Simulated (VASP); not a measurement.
An input for Quantum ESPRESSO's pw.x (written as the equivalent of a VASP run, and not itself run):

```
&CONTROL
  calculation = 'vc-relax'
  pseudo_dir = './pseudo'
  outdir = './out'
  tprnfor = .true.
  tstress = .true.
  nstep = 60
  forc_conv_thr = 0.00039
/
&SYSTEM
  ibrav = 0
  nat = 2
  ntyp = 1
  ecutwfc = 58
  occupations = 'smearing'
  smearing = 'methfessel-paxton'
  degauss = 0.00735
  input_dft = 'pbesol'
/
&ELECTRONS
  conv_thr = 7.3e-08
  electron_maxstep = 100
/
&IONS
/
&CELL
/
ATOMIC_SPECIES
  Hf 178.490 Hf.upf
CELL_PARAMETERS angstrom
     1.5950000   -2.7626210    0.0000000
     1.5950000    2.7626210    0.0000000
     0.0000000    0.0000000    5.0500000
ATOMIC_POSITIONS crystal
  Hf   0.3333330  0.6666670  0.2500000
  Hf   0.6666670  0.3333330  0.7500000
K_POINTS automatic
  12 12 7 0 0 0
```

Task: Translate this input to VASP (INCAR, KPOINTS, POSCAR, choice of POTCAR).

Result: One answer among several that fit: 
**INCAR**
```
# general
SYSTEM  = Hf
PREC    = Accurate
ENCUT   = 400   # plane-wave cut-off (eV)
LREAL   = .False.   # projection in real space or not
LASPH   = .True.   # aspherical one-centre terms

# electronic loop
EDIFF   = 1E-6
NELM    = 100
ALGO    = Normal   # blocked Davidson
LMAXMIX = 6   # l cut-off of mixed one-centre charges

# smearing
ISMEAR  = 1   # Methfessel-Paxton
SIGMA   = 0.1   # width (eV)

# functional
GGA     = PS

# ions
IBRION  = 2
NSW     = 60
ISIF    = 3
EDIFFG  = -0.01   # ionic stop

# output
LWAVE   = .False.
LCHARG  = .False.
```

KPOINTS:
```
Automatic mesh
0
Gamma
12 12 7
0 0 0
```

**POSCAR**
```
Hf
1
    1.5950000000    -2.7626210000     0.0000000000
    1.5950000000     2.7626210000     0.0000000000
    0.0000000000     0.0000000000     5.0500000000
Hf
2
Direct
  0.3333330000   0.6666670000   0.2500000000
  0.6666670000   0.3333330000   0.7500000000
```

POTCAR, in this order: Hf_pv (PBE.64 set). Program: vasp_std.

The two are equivalent in intent, not identical: the potentials are each code's own (VASP's PAW set, PseudoDojo norm-conserving files in pw.x), so ENCUT and ecutwfc are chosen apart and not converted; conv_thr bounds pw.x's estimated SCF error, while EDIFF bounds the energy change between steps; forc_conv_thr acts on force components and is met together with etot_conv_thr.

The compound is Hf in the hcp structure. This run relaxes it. Symmetry was kept, so distortions that lower it aren't found.
